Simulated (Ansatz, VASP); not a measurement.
**B3H2N3 (BN(111) slab, H on both faces): VASP beside Ansatz**

Aim: how closely do two programs agree when they are given the same cell, functional and k mesh? The cell is taken from a series of runs on this material, whose earlier steps may have relaxed, scaled, displaced or heated it; both programs get it as it stands.

Main program and level: Ansatz 0.2.0; plane waves, with VASP 6.6.1 beside it; PBE.

### 1. The starting structure

The cell holds 200 atoms: 75 B, 75 N and 50 H. Cell: a = 12.784 Å, b = 12.784 Å, c = 18.907 Å, α = 90.0°, β = 90.0°, γ = 60.0°. It derives from BN (zinc-blende). As first built, before any earlier steps moved the atoms or strained the cell (in the runner's words): zinc-blende BN (a = 3.616 A), (111) slab of 6 atomic planes, 5 x 5 surface cells, H on the broken bonds of both faces; displaced by a Gaussian of 0.02 A. Vacuum lies along c. Nearest the centre at fractional (0.601, 0.399, 0.372): N109 at 0.02 Å, H173 at 1.05 Å, B49 at 1.56 Å, B34 at 1.56 Å, B37 at 1.58 Å, N125 at 2.51 Å, N110 at 2.51 Å, N113 at 2.52 Å.

### 2. VASP: single point, PBE

With cell and atoms fixed, the geometry can't cause a difference; cores, projectors, grids and the points listed under the comparison can.

Lines of VASP's logs that name or quote its potential files are left out, and so is its time.

Input file INCAR:

```
SYSTEM = B3H2N3
PREC = Accurate
ENCUT = 520
EDIFF = 1E-06
NELM = 120
ISMEAR = 0
SIGMA = 0.05
LREAL = Auto
ALGO = Normal
GGA = PE
NBANDS = 465
LORBIT = 11
LWAVE = .FALSE.
LCHARG = .FALSE.
ISIF = 2
LASPH = .TRUE.
GGA_COMPAT = .FALSE.
```

Input file POSCAR:

```
B3H2N3
1.0
   12.7844910000      0.0000000000      0.0000000000
    6.3922450000     11.0716940000      0.0000000000
    0.0000000000      0.0000000000     18.9073220000
B N H
75 75 50
Direct
    0.1332660000      0.1336670000      0.4001070000
    0.0666090000      0.0670100000      0.5106800000
[... 16 atom lines left out ...]
    0.3332550000      0.3336770000      0.4001130000
[... 2 atom lines left out ...]
    0.3332520000      0.5336760000      0.4001070000
[... 2 atom lines left out ...]
    0.3332540000      0.7336660000      0.4001070000
[... 5 atom lines left out ...]
    0.5332600000      0.1336690000      0.4001080000
[... 2 atom lines left out ...]
    0.5332590000      0.3336720000      0.4001050000
    0.4666050000      0.2670250000      0.5106770000
[... 1 atom line left out ...]
    0.5332580000      0.5336680000      0.4001010000
    0.4666130000      0.4670150000      0.5106740000
[... 1 atom line left out ...]
    0.5332600000      0.7336670000      0.4001080000
    0.4666130000      0.6670140000      0.5106770000
[... 4 atom lines left out ...]
    0.7332610000      0.1336660000      0.4001030000
[... 2 atom lines left out ...]
    0.7332640000      0.3336670000      0.4000960000
    0.6666100000      0.2670140000      0.5106740000
[... 1 atom line left out ...]
    0.7332620000      0.5336710000      0.4001050000
    0.6666120000      0.4670150000      0.5106710000
[... 7 atom lines left out ...]
    0.9332650000      0.1336610000      0.4001070000
[... 2 atom lines left out ...]
    0.9332640000      0.3336720000      0.4001020000
    0.8666120000      0.2670160000      0.5106750000
[... 28 atom lines left out ...]
    0.3999080000      0.4003410000      0.3714630000
    0.3332630000      0.3336890000      0.4798470000
[... 1 atom line left out ...]
    0.3999080000      0.6003330000      0.3714610000
    0.3332620000      0.5336810000      0.4798430000
[... 7 atom lines left out ...]
    0.5999160000      0.2003300000      0.3714610000
    0.5332700000      0.1336780000      0.4798420000
[... 1 atom line left out ...]
    0.5999160000      0.4003330000      0.3714590000
    0.5332700000      0.3336800000      0.4798420000
[... 1 atom line left out ...]
    0.5999180000      0.6003310000      0.3714600000
    0.5332690000      0.5336790000      0.4798390000
    0.4667760000      0.4671300000      0.5901280000
[... 6 atom lines left out ...]
    0.7999230000      0.2003260000      0.3714590000
    0.7332690000      0.1336770000      0.4798400000
[... 1 atom line left out ...]
    0.7999250000      0.4003310000      0.3714570000
    0.7332750000      0.3336720000      0.4798350000
    0.6667780000      0.2671290000      0.5901310000
[... 1 atom line left out ...]
    0.7332740000      0.5336760000      0.4798440000
    0.6667790000      0.4671220000      0.5901290000
[... 7 atom lines left out ...]
    0.9332740000      0.1336740000      0.4798450000
[... 2 atom lines left out ...]
    0.9332730000      0.3336780000      0.4798440000
[... 22 atom lines left out ...]
    0.3999220000      0.4003100000      0.3168810000
[... 1 atom line left out ...]
    0.3998960000      0.6003360000      0.3168790000
[... 5 atom lines left out ...]
    0.5999200000      0.2003120000      0.3168790000
[... 1 atom line left out ...]
    0.5998970000      0.4003300000      0.3168780000
[... 1 atom line left out ...]
    0.5999570000      0.6003370000      0.3168780000
[... 5 atom lines left out ...]
    0.7999800000      0.2002690000      0.3168770000
[... 1 atom line left out ...]
    0.7999320000      0.4003510000      0.3168750000
[... 16 atom lines left out ...]
    0.9996720000      0.0001980000      0.6835980000
```

Input file KPOINTS:

```
Automatic mesh
0
Gamma
1 1 1
0 0 0
```

Potentials, in the order of the species: B, N and H (PBE family, release 64).

Started as:

```sh
export OMP_NUM_THREADS=4
mpirun -np 1 vasp_gam
```

Output:

```text
[banner, memory and clock lines left out]
running    1 mpi-ranks, on    1 nodes
[...]
Offloading initialized ...    1 GPUs detected
[...]
LDA part: xc-table for (Slater+PW92), standard interpolation
 POSCAR, INCAR and KPOINTS ok, starting setup
[...]
entering main loop
       N       E                     dE             d eps       ncg     rms          rms(c)
DAV:   1     0.676586359605E+04    0.67659E+04   -0.33310E+05   970   0.129E+03
DAV:   2    -0.667327221892E+03   -0.74332E+04   -0.70342E+04  1364   0.329E+02
DAV:   3    -0.154219371717E+04   -0.87487E+03   -0.86767E+03  1180   0.122E+02
DAV:   4    -0.157396862919E+04   -0.31775E+02   -0.31709E+02  1228   0.258E+01
[...]
DAV:  30    -0.145753772363E+04   -0.29310E-05   -0.14368E-06   732   0.146E-03    0.239E-03
DAV:  31    -0.145753772771E+04   -0.40735E-05   -0.18441E-06   724   0.174E-03    0.565E-03
DAV:  32    -0.145753772747E+04    0.23513E-06   -0.57980E-07   708   0.138E-03
   1 F= -.14575377E+04 E0= -.14575112E+04  d E =-.531171E-01
```

OUTCAR, selected parts (step 2):

```text
  FREE ENERGIE OF THE ION-ELECTRON SYSTEM (eV)
  ---------------------------------------------------
  free  energy   TOTEN  =     -1457.5377274721 eV

  energy  without entropy=    -1457.4846103394  energy(sigma->0) =    -1457.51116891
```

(Part 1 of 2 ends here.)

[Lines on the potential files, build, host, timing and source positions are cut from VASP's logs without a mark.]

[Logs are printed without paths, hosts, clocks, repeated set-up lines and the standing remarks that a program may print on its own settings, such as how far it seeks lower states.]

[Hosts, paths, dates, database ids (printed as entryN), source tags and the programs' standing remarks are cut or masked in the printed files.]
